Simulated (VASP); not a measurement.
## Cd₄STe₃ (ordered alloy cell): computed properties

Computed with PBEsol GGA, VASP's PBE PAW potentials (set 64) (plane waves; VASP).

```
Quantity                                                                          Value
---------------------------------------------  ----------------------------------------
space group                                                                 P-43m (215)
cell                                           a = b = c = 6.3149 Å, α = β = γ = 90.00°
volume per atom                                                           31.48 Å³/atom
band gap (over mesh and band path)                                              0.53 eV
smallest direct gap (over mesh and band path)                                   0.53 eV
band-edge character                                                      direct, Γ to Γ
density                                                                      5.70 g/cm³
```

```cif
data_Cd4STe3
_chemical_formula_sum 'Cd4 Te3 S1'
_space_group_name_H-M_alt 'P-43m'
_space_group_IT_number 215
_space_group_name_Hall 'P -4 2 3'
_cell_length_a 6.31486
_cell_length_b 6.31486
_cell_length_c 6.31486
_cell_angle_alpha 90.000
_cell_angle_beta 90.000
_cell_angle_gamma 90.000
loop_
_atom_site_label
_atom_site_type_symbol
_atom_site_symmetry_multiplicity
_atom_site_Wyckoff_symbol
_atom_site_fract_x
_atom_site_fract_y
_atom_site_fract_z
_atom_site_occupancy
Cd1 Cd 4 e 0.26519 0.26519 0.26519 1
Te1 Te 3 d 0.00000 0.00000 0.50000 1
S1 S 1 b 0.50000 0.50000 0.50000 1
```

Unless said otherwise, spin-orbit coupling is left out, though it shifts the bands of the heavy elements here.

The structure was generated: Cd4STe3 was put into an ordered model structure (P-43m), which need not be its known phase. It was relaxed first. Symmetry was kept, so distortions that lower it aren't found.
